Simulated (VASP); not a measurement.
```
CELL_PARAMETERS angstrom
      4.96491     0.00000     0.00000
      0.00000     4.96491     0.00000
      0.00000     0.00000     4.96491
ATOMIC_POSITIONS crystal
  K  0.00000 0.00000 0.00000
  Pb 0.00000 0.50000 0.50000
  Pb 0.50000 0.00000 0.50000
  Pb 0.50000 0.50000 0.00000
```

Level of theory: PBEsol GGA, VASP's PBE PAW potentials (set 64) (plane waves; VASP). Run with 400 eV cut-off, Gaussian smearing of 0.050 eV, potentials K_sv Pb_d.

### Question
Give the energies of bands 21 to 29 at the high-symmetry points, in eV from the Fermi level.

### Answer

```json
[
 {"band": "21", "Γ": "-6.61", "X": "-8.69", "M": "-8.18", "R": "-8.01"},
 {"band": "22", "Γ": "-6.61", "X": "-6.45", "M": "-8.18", "R": "-8.01"},
 {"band": "23", "Γ": "-2.06", "X": "-1.34", "M": "-3.07", "R": "-3.95"},
 {"band": "24", "Γ": "-2.06", "X": "-1.34", "M": "-0.89", "R": "-2.40"},
 {"band": "25", "Γ": "-2.06", "X": "0.03", "M": "0.27", "R": "-2.40"},
 {"band": "26", "Γ": "2.31", "X": "0.16", "M": "0.27", "R": "-2.40"},
 {"band": "27", "Γ": "2.31", "X": "0.64", "M": "0.67", "R": "3.14"},
 {"band": "28", "Γ": "2.31", "X": "0.64", "M": "0.82", "R": "5.73"},
 {"band": "29", "Γ": "3.03", "X": "1.21", "M": "0.82", "R": "5.79"}
]
```

It has no gap at this level: it comes out as a metal or semimetal.

The structure comes from a computed database's KPb3 entry (Pm-3m); how it stands against other phases isn't given here. It was relaxed first, which changed the volume by -8 %. The electron count is odd and the run is not spin-polarised, which forces a metal.
